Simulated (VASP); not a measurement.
TiN, 2 atoms in the cell. The structure is cubic, space group Fm-3m (No. 225). The conventional cell has a = 4.238 Å, b = 4.238 Å, c = 4.238 Å, α = 90.00°, β = 90.00°, γ = 90.00°. Ti (site symmetry m-3m) is surrounded by 6 N at 2.12 Å. Around N (site symmetry m-3m) lie 6 Ti at 2.12 Å. The cell was built by a generator and needn't be a form met in nature.

* Program: VASP 6.6.1
* Task: relaxation of cell and atoms
* Functional: PBE
* Potentials or basis: VASP PAW PBE potentials, release 64 (Ti_sv, N)
* Cutoff: 600 eV
* k mesh: 16 × 16 × 16
* Occupations: methfessel-paxton, width 0.1 eV
* Spin: no spin polarisation
* Further INCAR settings: ALGO = Normal; EDIFF = 1e-06; IBRION = 2; EDIFFG = -0.01; NSW = 90; ISIF = 3

Potentials or basis: VASP PAW PBE potentials, release 64 (Ti_sv, N).

Launch:

```bash
$ cat potpaw_PBE.64/Ti_sv/POTCAR potpaw_PBE.64/N/POTCAR > POTCAR
$ mpirun -np 1 vasp_std > vasp.out
```

Hardware: 1 thread of Intel(R) Xeon(R) 6975P-C (Granite Rapids), with other jobs on the host.

Problem. How long does it take, and how much memory?

Solution. It took 29 s on 1 thread of Intel(R) Xeon(R) 6975P-C (Granite Rapids), on a shared host, peak memory 0.17 GiB. Counts: scf iterations 36, k points 145, ion steps 3.
